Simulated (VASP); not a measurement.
A convergence study with VASP on PtSe2 (atoms displaced from the space group 164 structure): a few settings are varied, all else stays as given below, so the limit is that of these other settings. The cell's lengths are 1 % over those of the tabulated start and one atom is moved, so it is off equilibrium.

```
CELL_PARAMETERS angstrom
      1.88365    -3.26258     0.00000
      1.88365     3.26258     0.00000
      0.00000     0.00000     5.13080
ATOMIC_POSITIONS crystal
  Pt 0.00000 0.00000 0.00000
  Se 0.33333 0.66667 0.25500
  Se 0.68275 0.34942 0.74500
```

Computed with PBE GGA, VASP's PBE PAW potentials (set 64) (plane waves; VASP). The last row used: 900 eV cut-off, 6×6×4 Γ-centred mesh, Gaussian smearing of 0.050 eV, potentials Pt Se_GW.

Energies of different potentials or hybrids have different zeros.

```csv
setting,E (eV/atom),pressure (GPa),largest force (eV/Å),plane waves
"ENCUT = 300, POTCAR Pt Se",-4.7484,0.95,0.421,770
"ENCUT = 400, POTCAR Pt Se",-4.7462,1.09,0.421,1172
"ENCUT = 520, POTCAR Pt Se",-4.7463,1.11,0.422,1710
"ENCUT = 700, POTCAR Pt Se",-4.7465,1.14,0.422,2676
"ENCUT = 900, POTCAR Pt Se",-4.7463,1.14,0.422,3907
"ENCUT = 300, POTCAR Pt_pv Se",-4.7406,0.16,0.419,770
"ENCUT = 400, POTCAR Pt_pv Se",-4.7419,0.60,0.421,1172
"ENCUT = 520, POTCAR Pt_pv Se",-4.7420,1.23,0.421,1710
"ENCUT = 700, POTCAR Pt_pv Se",-4.7420,___,0.421,2676
"ENCUT = 900, POTCAR Pt_pv Se",-4.7420,___,0.421,3907
"ENCUT = 300, POTCAR Pt Se_GW",-4.7510,0.90,0.421,770
"ENCUT = 400, POTCAR Pt Se_GW",-4.7486,1.04,0.421,1172
"ENCUT = 520, POTCAR Pt Se_GW",-4.7488,1.07,0.421,1710
"ENCUT = 700, POTCAR Pt Se_GW",-4.7489,1.09,0.421,2676
"ENCUT = 900, POTCAR Pt Se_GW",-4.7487,1.09,0.421,3907
```

### Question
Fill in the missing entries.

### Answer

- ENCUT = 700, POTCAR Pt_pv Se, pressure (GPa): 1.22
- ENCUT = 900, POTCAR Pt_pv Se, pressure (GPa): 1.29

Left out are rungs that failed or repeat a setting and relaxations that didn't move; long series are thinned to 24 rows.

The compound is PtSe2 in the 1T layered structure. The cell was not relaxed at this level, it is distorted from the ideal structure.
